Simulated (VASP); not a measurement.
**NaSb2Au: band structure with LDA**

The system is NaSb2Au.

```
CELL_PARAMETERS angstrom
4.35730 0.00000 0.00000
-2.17865 3.77354 0.00000
0.00000 0.00000 6.81847
ATOMIC_POSITIONS crystal
Na 0.00000 0.00000 0.50000
Sb 0.66667 0.33333 0.81632
Sb 0.33333 0.66667 0.18368
Au 0.00000 0.00000 0.00000
```

The cell was built by a generator and needn't be a form met in nature.

| Property | Result |
| --- | --- |
| Program | VASP 6.6.1 |
| Task | band structure |
| Functional | LDA |
| Potentials or basis | VASP PAW LDA potentials, release 64 (Na_pv, Sb, Au) |
| Cutoff | 520 eV |
| k mesh | 5 × 5 × 3 |
| Occupations | fermi-dirac, width 0.05 eV |
| Spin | no spin polarisation |
| Further INCAR settings | ALGO = Fast; EDIFF = 1e-06 |

| Property | Result |
| --- | --- |
| Band gap along the path | none (metal or under the smearing width) |

Levels at the corners of the path, in eV from the Fermi level:
```tsv
point	band 12	band 13	band 14	band 15	band 16	band 17
Γ	0.03	0.03	0.45	1.26	1.26	1.96
M	-3.37	-2.31	-1.74	0.17	1.67	1.71
M	-3.37	-2.31	-1.74	0.17	1.67	1.71
K	-2.31	-2.31	-1.92	-0.06	-0.06	2.18
K	-2.31	-2.31	-1.92	-0.06	-0.06	2.18
Γ	0.03	0.03	0.45	1.26	1.26	1.96
Γ	0.03	0.03	0.45	1.26	1.26	1.96
A	-1.47	-0.03	-0.03	1.41	1.41	2.97
A	-1.47	-0.03	-0.03	1.41	1.41	2.97
L	-3.81	-2.23	-0.77	0.38	1.28	2.36
L	-3.81	-2.23	-0.77	0.38	1.28	2.36
H	-2.71	-2.71	-2.40	1.20	1.20	4.05
H	-2.71	-2.71	-2.40	1.20	1.20	4.05
A	-1.47	-0.03	-0.03	1.41	1.41	2.97
L	-3.81	-2.23	-0.77	0.38	1.28	2.36
M	-3.37	-2.31	-1.74	0.17	1.67	1.71
K	-2.31	-2.31	-1.92	-0.06	-0.06	2.18
H	-2.71	-2.71	-2.40	1.20	1.20	4.04
```

Wall time 2.4 min on 1 thread of Intel(R) Xeon(R) 6975P-C (Granite Rapids) (shared host), peak memory 0.39 GiB.

Caveat: the log is that of the step along the path at fixed density, whose energy, stress, charges and moments have no meaning; spin-orbit coupling is left out, which moves the levels of the heavy elements.
